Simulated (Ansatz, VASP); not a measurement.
## Co: VASP beside Ansatz

Wanted: the spread between two codes on one cell, functional and k mesh. The cell is taken from a series of VASP runs on this material, whose earlier steps may have relaxed, scaled or displaced it; both programs get it as it stands. Valence electrons are named where the data sets of a main pair hold unlike numbers.

Method: plane waves, with VASP 6.6.1 beside it; relaxation of cell and atoms at LDA, in Ansatz 0.2.0.

## Step 1: The structure

The structure is hexagonal, space group P6_3/mmc (No. 194). Conventional cell: a = 2.428 Å, b = 2.428 Å, c = 3.908 Å, α = 90.00°, β = 90.00°, γ = 120.00°. Nearest to Co lie 12 Co at 2.41 to 2.43 Å.

As a file:

```cif
data_structure
_symmetry_space_group_name_H-M 'P6_3/mmc'
_symmetry_Int_Tables_number 194
_cell_length_a 2.4281
_cell_length_b 2.4281
_cell_length_c 3.9084
_cell_angle_alpha 90.000
_cell_angle_beta 90.000
_cell_angle_gamma 120.000
_cell_volume 19.96
loop_
_atom_site_label
_atom_site_type_symbol
_atom_site_symmetry_multiplicity
_atom_site_Wyckoff_symbol
_atom_site_fract_x
_atom_site_fract_y
_atom_site_fract_z
_atom_site_occupancy
Co1 Co 2 c 0.33333 0.66667 0.25000 1
```

## Step 2: Ansatz: relaxation of cell and atoms, LDA

Ansatz runs on its default PAW (the set named soft_2) files.

The relaxed volume is the usual yardstick between codes: in a stiff, nearly cubic crystal its relative difference is about their pressure difference at one cell divided by the bulk modulus.

The input, input.yaml:

```yaml
crystal:
  lattice:
    - [2.4281495574, 0.0, 0.0]
    - [-1.2140747787, 2.1028392011, 0.0]
    - [0.0, 0.0, 3.9084021652]
  atoms:
    - { symbol: Co, position: [0.33333333, 0.66666667, 0.25], spin: 2.0 }
    - { symbol: Co, position: [0.66666667, 0.33333333, 0.75], spin: 2.0 }
hamiltonian:
  xc: lda
  pseudopotentials: { kind: paw }
magnetization:
  spin_polarized: true
kpoints:
  mp_grid: { grid: [16, 16, 8] }
scf:
  occupations: { method: gaussian, width: 0.05 }
relax:
  f_tol: 0.01
  max_steps: 60
  cell: { stress_tol: 0.05 }
output:
  forces: true
  stress: true
  write_density: true
  write_potential: true
  elf: true
  volumetric_format: npy
```

Command:

```
$ ansatz run input.yaml --threads 4 --pin off --max-ram 9216MiB --backend cpu --events-out ev --progress --plain --runs-dir out
```

Numbers of over 12 decimals in the logs are rounded to 6 here.

What it wrote:

```text
Engine: ansatz 0.2.0, aarch64-unknown-linux-gnu
Pseudopotentials: kind: paw
Pseudopotential: Co, paw, valence charge 17, recommended cutoff 420 eV (normal), Co.paw.azcp
Functional definition: SPW92
  exchange = slater_x
  correlation = pw_c
Crystal: 2 atoms, lattice volume = 19.956 Å³
Basis set: ecut = 420 eV, 391 PW (Γ)
Bands: 23, of which v1, the nominal top of the filled ones, is band 17 counted from 1 (16 counted from 0)
Symmetry: 24 space group operations
Space group: P63/mmc (ITA 194), of the structure as read, at distance tolerance 2.7e-5 Å
Magnetic group: BNS 194.263 (UNI 1493), of the structure as read, at distance tolerance 2.7e-5 Å
k-points: 150 of 2048
Non-local potential: Co, projectors of the file, l = 0: 3, l = 1: 2, l = 2: 3, l = 3: 1
PAW form: soft (Blöchl's): semilocal exchange-correlation on the pseudo side does not see the compensation charge
PAW frozen core: Co, regenerated for the run's functional, and the local potential with it (the file was generated under x = pbe(κ = 0.804, μ = 0.219515), c = pbe(β = 0.066725))
PAW one-centre angular grid: Co, 590 points (default); XC on 64 Gauss nodes
Initial density: superposition of atomic densities (chi_scale 0.1, normalization cell)
Starting moments: Σ|m| = 4 μB on 2 of 2 sites
Initial wavefunctions: pseudopotential atomic-orbital guess
Functional: x = slater, c = lda
SCF iter   1: F=—  HF=-10124.876571 eV  |F-HF|=—  |Δ(HF+E_count)|=         —  Δρ=9.96e-2 (↑8.04e-2 ↓9.96e-2)  dr2=3.52e0  dr2_m=5.41e-2  M=3.440 μB ∫|m|=3.557 μB  β_m=0.30  ethr=3.10e-3  ⟨swp⟩=5.3  Hψ=26036  notcnv=0
Mixer restart at iter 1: flushing history
preconditioner: auto → none  [metal: Δε(μ)=0.005 eV  Ē_g=9.874 eV  σ=0.050 eV  W_gap=0.06  n_scr=2 (ndim 8)  ℏωp=35.3 eV  f_vac=0.000  D(μ)=2.24/eV (n_scr^D=34)  sad-step TF]
SCF iter   2: F=—  HF=-10123.768598 eV  |F-HF|=—  |Δ(HF+E_count)|=    1.11e0  Δρ=3.22e-2 (↑1.66e-2 ↓3.22e-2)  dr2=2.55e-1  dr2_m=3.88e-2  M=3.415 μB ∫|m|=3.561 μB  β_m=0.35  ethr=3.10e-3  ⟨swp⟩=2.8  Hψ=14458  notcnv=0  defer=453
SCF iter   3: F=—  HF=-10124.502234 eV  |F-HF|=—  |Δ(HF+E_count)|=         —  Δρ=2.58e-2 (↑1.48e-2 ↓2.58e-2)  dr2=2.10e-2  dr2_m=6.52e-2  M=3.145 μB ∫|m|=3.303 μB  β_m=0.35  ethr=7.51e-4  ⟨swp⟩=2.1  Hψ=9449  notcnv=0  defer=453
Mixer restart at iter 3: flushing history
SCF iter   4: F=—  HF=-10124.977739 eV  |F-HF|=—  |Δ(HF+E_count)|=   4.76e-1  Δρ=1.81e-2 (↑1.03e-2 ↓1.81e-2)  dr2=1.03e-2  dr2_m=3.39e-2  M=3.123 μB ∫|m|=3.291 μB  β_m=0.66  ethr=6.18e-5  ⟨swp⟩=2.5  Hψ=12567  notcnv=0  defer=455
SCF iter   5: F=—  HF=-10125.511436 eV  |F-HF|=—  |Δ(HF+E_count)|=   5.34e-1  Δρ=1.10e-2 (↑6.07e-3 ↓1.10e-2)  dr2=3.47e-2  dr2_m=1.74e-3  M=3.069 μB ∫|m|=3.260 μB  β_m=0.83  ethr=3.03e-5  ⟨swp⟩=2.5  Hψ=14350  notcnv=0  defer=437
SCF iter   6: F=—  HF=-10125.558232 eV  |F-HF|=—  |Δ(HF+E_count)|=   4.68e-2  Δρ=1.54e-2 (↑1.54e-2 ↓1.10e-2)  dr2=6.89e-2  dr2_m=9.45e-4  M=3.040 μB ∫|m|=3.235 μB  β_m=0.62  ethr=3.03e-5  ⟨swp⟩=2.6  Hψ=14572  notcnv=0  defer=449
SCF iter   7: F=—  HF=-10125.542731 eV  |F-HF|=—  |Δ(HF+E_count)|=   1.55e-2  Δρ=7.70e-3 (↑7.70e-3 ↓5.75e-3)  dr2=1.87e-2  dr2_m=1.79e-4  M=3.042 μB ∫|m|=3.237 μB  β_m=0.81  ethr=3.03e-5  ⟨swp⟩=2.6  Hψ=13774  notcnv=0  defer=447
SCF iter   8: F=—  HF=-10125.538033 eV  |F-HF|=—  |Δ(HF+E_count)|=   4.70e-3  Δρ=1.85e-3 (↑1.85e-3 ↓1.32e-3)  dr2=1.03e-3  dr2_m=1.33e-5  M=3.045 μB ∫|m|=3.239 μB  β_m=0.90  ethr=3.03e-5  ⟨swp⟩=2.0  Hψ=10652  notcnv=0  defer=447
SCF iter   9: F=—  HF=-10125.537788 eV  |F-HF|=—  |Δ(HF+E_count)|=   2.44e-4  Δρ=1.91e-4 (↑1.91e-4 ↓1.06e-4)  dr2=1.07e-5  dr2_m=3.52e-7  M=3.045 μB ∫|m|=3.239 μB  β_m=0.95  ethr=3.02e-6  ⟨swp⟩=2.5  Hψ=11427  notcnv=0  defer=447
SCF iter  10: F=—  HF=-10125.537787 eV  |F-HF|=—  |Δ(HF+E_count)|=   1.47e-6  Δρ=4.24e-5 (↑4.24e-5 ↓2.81e-5)  dr2=6.15e-7  dr2_m=1.30e-8  M=3.045 μB ∫|m|=3.239 μB  β_m=0.98  ethr=3.16e-8  ⟨swp⟩=2.3  Hψ=10385  notcnv=0  defer=447
SCF iter  11: F=—  HF=-10125.537787 eV  |F-HF|=—  |Δ(HF+E_count)|=   7.36e-8  Δρ=5.73e-6 (↑5.73e-6 ↓5.14e-6)  dr2=9.02e-9  dr2_m=6.64e-11  M=3.045 μB ∫|m|=3.239 μB  β_m=0.93  ethr=1.81e-9  ⟨swp⟩=2.2  Hψ=9377  notcnv=0  defer=447
SCF iter  12: F=-10125.537787 eV  HF=-10125.537787 eV  |F-HF|=2.86e-10  |Δ(HF+E_count)|=   1.55e-9  Δρ=1.10e-6 (↑1.10e-6 ↓7.33e-7)  dr2=3.67e-10  dr2_m=2.19e-11  M=3.045 μB ∫|m|=3.239 μB  ethr=2.65e-11  ⟨swp⟩=4.8  Hψ=36514  notcnv=0
SCF 1 converged in 12 iterations: F = -10125.537787 eV  dr2 = 3.67e-10
  greatest PAW one-centre occupation: 1.002 electrons in one spin orbital (limit 2), on the Co atom at site 1 (counted from 0), in its partial waves of l = 1
relax step   1: F+E_penalty+E_count = -10125.53778687 eV  Δ(F+E_penalty+E_count) = +0.000e0 eV  max|allowed force component| = 7.633e-17 eV/Å  Δτ_max = 0.0000 Å  P = +1.083 GPa  Ω = 19.956 Å³  (12 SCF iters, dr2 threshold 1.00e-7 eV, accepted)
[...]
relax step   2: F+E_penalty+E_count = -10125.53791675 eV  Δ(F+E_penalty+E_count) = -1.299e-4 eV  max|allowed force component| = 2.776e-17 eV/Å  Δτ_max = 0.0000 Å  P = +0.536 GPa  Ω = 19.995 Å³  energy of the carried Pulay correction = -7.653e-5 eV  (6 SCF iters, dr2 threshold 2.00e-7 eV, accepted)
[...]
relax step   3: F+E_penalty+E_count = -10125.53791344 eV  Δ(F+E_penalty+E_count) = +3.307e-6 eV  max|allowed force component| = 1.850e-17 eV/Å  Δτ_max = 0.0000 Å  P = -0.002 GPa  Ω = 20.034 Å³  energy of the carried Pulay correction = -1.526e-4 eV  (6 SCF iters, dr2 threshold 2.00e-7 eV, accepted)
[...]
relax step   4: F+E_penalty+E_count = -10125.53805855 eV  Δ(F+E_penalty+E_count) = -1.451e-4 eV  max|allowed force component| = 1.850e-17 eV/Å  Δτ_max = 0.0000 Å  P = +0.016 GPa  Ω = 20.034 Å³  stress off target by 4.88e-2 GPa  SCF on the basis re-selected at this cell (its energy is not comparable with the rows above)  (7 SCF iters)
basis re-selected at this cell: Δ(F+E_penalty+E_count) = -1.451e-4 eV, ΔP = +0.018 GPa vs the last step (what re-selecting the basis moved, of the pressure what is left beyond the Pulay correction that the steps carried, after the strain that the cell walked since its last selection, with what the two solves' SCF thresholds leave and, on support functions, any second-order correction that the steps lacked; it is no m [...]
SCF converged after 7 iterations
Magnetization: 3.0524 μB (18.5262 up, 15.4738 down)
Absolute magnetization: 3.2485 μB (∫|ρ↑−ρ↓|, with the PAW one-centre terms)
Spin contamination: 0.0315 ħ² per cell (⟨S²⟩ above its minimum at these occupations)
Per-site moments (μB) at R_I (Å): [(1.571687, 0.993700), (1.571687, 0.993700)]
Free energy (F): -10125.538059 eV
Harris-Foulkes:  -10125.538059 eV  (|F-HF|=1.46e-11)
Internal energy: -10125.536262 eV  (E = F + TS)
E sigma→0 (E₀):  -10125.537160 eV
Entropy (-TS):   -0.001797 eV (-0.898 meV/atom)
Fermi energy:    20.091257 eV
--- Per-component energies (eV) ---
  E_band       = -434.793274
  E_kinetic    = 912.800922
  E_local      = -5444.452248  (includes V_loc(G=0)·N_el)
  E_nonlocal   = 918.549439
  E_hartree    = 2284.409165
  E_xc         = -317.042412
  E_vxc        = -411.614881  (∫ρ·V_xc dr)
  E_paw        = -2905.219578  (= ΣΔE_a)
  E_vpaw       = -978.895267  (= ΣTr[D̂ρ^β])
  E_aug_tail   = 0.000067  (compensation charges beyond the density's cutoff)
  E_ewald      = -5575.418118
  E_core_change = 0.836501  (= ΣΔE_core)
  E_smearing   = -0.001797  (= −TS)
  E_closure    = 0.000000  (closes the sum)
  Σ components = -10125.538059   (vs F -10125.538059, Δ=0.00e0)
--- Forces (eV/Å), atoms counted from 1 ---
  atom   1  Co     0.00000000     0.00000000     0.00000000
  atom   2  Co    -0.00000000    -0.00000000     0.00000000
  max |Σ_I F_I| component: 9.25e-18 eV/Å
--- Stress (GPa, compression-positive) ---
        0.000199      -0.000000       0.000000
       -0.000000       0.000199       0.000000
        0.000000       0.000000       0.048769
  P = ⅓ Tr σ = 0.0164 GPa (0.164 kbar)
--- Band table (eV; the first three rows and the last of 300) ---
  k-point 0 ↑: bands = [... 13 lower, 17.8338, 17.8338, 18.2222, 18.2222, 19.5161, 19.5161, 19.9141, 27.2245, ... 2 higher]
  k-point 1 ↑: bands = [... 13 lower, 17.7824, 17.7824, 18.3384, 18.3384, 19.3106, 19.5078, 19.5078, 28.1446, ... 2 higher]
  k-point 2 ↑: bands = [... 13 lower, 17.6539, 17.6539, 18.1697, 18.5988, 18.5988, 19.4644, 19.4644, 30.3010, ... 2 higher]
  k-point 149 ↓: bands = [... 13 lower, 18.1508, 19.8061, 19.8061, 21.2463, 21.2463, 26.5217, 26.5217, 29.1325, ... 2 higher]
--- Relaxed structure (3 steps of the walk, 3 accepted, 1 SCFs on fresh bases) ---
  F+E_penalty+E_count = -10125.53805855 eV   max|allowed force component| = 1.850e-17 eV/Å   (the final SCF, on the basis selected at the relaxed cell)
  cell:  # Å, volume = 20.0343 Å³
    - [2.430478, 0.0, 0.0]
    - [-1.215239, 2.104855, 0.0]
    - [0.0, 0.0, 3.916154]
  atoms:
    - { symbol: Co, position: [0.333333, 0.666667, 0.25] }
    - { symbol: Co, position: [0.666667, 0.333333, 0.75] }
```

Elapsed: 10 s, on 4 threads of Arm Neoverse V1, shared host; peak memory 0.41 GiB.

## Step 3: VASP: relaxation of cell and atoms, LDA

The same cell, functional (in two slightly different forms), mesh and smearing now go to VASP, with its own data sets.

Lines of VASP's logs that name or quote its potential files are left out, and so is its time.

The input, INCAR:

```
SYSTEM = Co
PREC = Accurate
ENCUT = 500
EDIFF = 1E-07
NELM = 100
ISMEAR = 0
SIGMA = 0.05
LREAL = .FALSE.
ALGO = Normal
GGA = CA
NBANDS = 19
ISPIN = 2
MAGMOM = 2 2
LASPH = .TRUE.
LMAXMIX = 4
LORBIT = 11
LWAVE = .FALSE.
LCHARG = .FALSE.
KPAR = 4
IBRION = 2
NSW = 50
ISIF = 3
EDIFFG = -0.003
```

The input, POSCAR:

```
Co
1.0
    2.4281495574      0.0000000000      0.0000000000
   -1.2140747787      2.1028392011      0.0000000000
    0.0000000000      0.0000000000      3.9084021652
Co
2
Direct
    0.3333333300      0.6666666700      0.2500000000
    0.6666666700      0.3333333300      0.7500000000
```

The input, KPOINTS:

```
Automatic mesh
0
Gamma
16 16 8
0 0 0
```

Potentials, in the order of the species: Co (LDA family, release 64).

Command:

```
$ mpirun -np 4 vasp_std
```

What it wrote:

```text
[banner, memory and clock lines left out]
running    4 mpi-ranks, on    1 nodes
 distrk:  each k-point on    1 cores,    4 groups
 distr:  one band on    1 cores,    1 groups

 POSCAR found type information on POSCAR Co
 POSCAR found :  1 types and       2 ions
 LDA part: xc-table for (Slater(with rela. corr.)+CA(PZ))
 , standard interpolation
 POSCAR, INCAR and KPOINTS ok, starting setup
 FFT: planning ... GRIDC
 FFT: planning ... GRID_SOFT
 FFT: planning ... GRID
 WAVECAR not read
 entering main loop
       N       E                     dE             d eps       ncg     rms          rms(c)
DAV:   1     0.807104840461E+02    0.80710E+02   -0.78728E+03 12008   0.126E+03
DAV:   2    -0.144331187470E+02   -0.95144E+02   -0.85970E+02 11529   0.222E+02
DAV:   3    -0.184688414810E+02   -0.40357E+01   -0.38690E+01 12729   0.568E+01
DAV:   4    -0.185308879603E+02   -0.62046E-01   -0.61983E-01 14114   0.611E+00
DAV:   5    -0.185325983590E+02   -0.17104E-02   -0.17102E-02 13234   0.940E-01    0.168E+01
DAV:   6    -0.166516407923E+02    0.18810E+01   -0.75542E+00 12544   0.595E+01    0.694E+00
DAV:   7    -0.163008364524E+02    0.35080E+00   -0.11437E+00 13348   0.210E+01    0.410E+00
DAV:   8    -0.162706467999E+02    0.30190E-01   -0.12074E-02 17459   0.111E+00    0.191E+00
DAV:   9    -0.162544095420E+02    0.16237E-01   -0.18886E-03 19177   0.853E-01    0.448E-01
DAV:  10    -0.162534350221E+02    0.97452E-03   -0.38982E-04 14831   0.233E-01    0.656E-02
DAV:  11    -0.162534199464E+02    0.15076E-04   -0.16471E-05 14927   0.386E-02    0.350E-02
DAV:  12    -0.162534111090E+02    0.88374E-05   -0.32794E-06 16148   0.193E-02    0.140E-02
DAV:  13    -0.162534115929E+02   -0.48384E-06   -0.95036E-07 15640   0.107E-02    0.490E-03
DAV:  14    -0.162534114582E+02    0.13471E-06   -0.60787E-08  8342   0.401E-03    0.114E-03
DAV:  15    -0.162534114540E+02    0.41791E-08   -0.15541E-08  6237   0.135E-03
   1 F= -.16253411E+02 E0= -.16252425E+02  d E =-.162534E+02  mag=     3.0111
 curvature:   0.00 expect dE= 0.000E+00 dE for cont linesearch  0.000E+00
 trial: gam= 0.00000 g(F)=  0.110E-47 g(S)=  0.169E-05 ort = 0.000E+00 (trialstep = 0.100E+01)
 search vector abs. value=  0.169E-05
 reached required accuracy - stopping structural energy minimisation
```

(Part 1 of 2 ends here.)

[Lines on the potential files, build, host, timing and source positions are cut from VASP's logs without a mark.]

[Logs are printed without paths, hosts, clocks, repeated set-up lines and the standing remarks that a program may print on its own settings, such as how far it seeks lower states.]

[Hosts, paths, dates, database ids (printed as entryN), source tags and the programs' standing remarks are cut or masked in the printed files.]
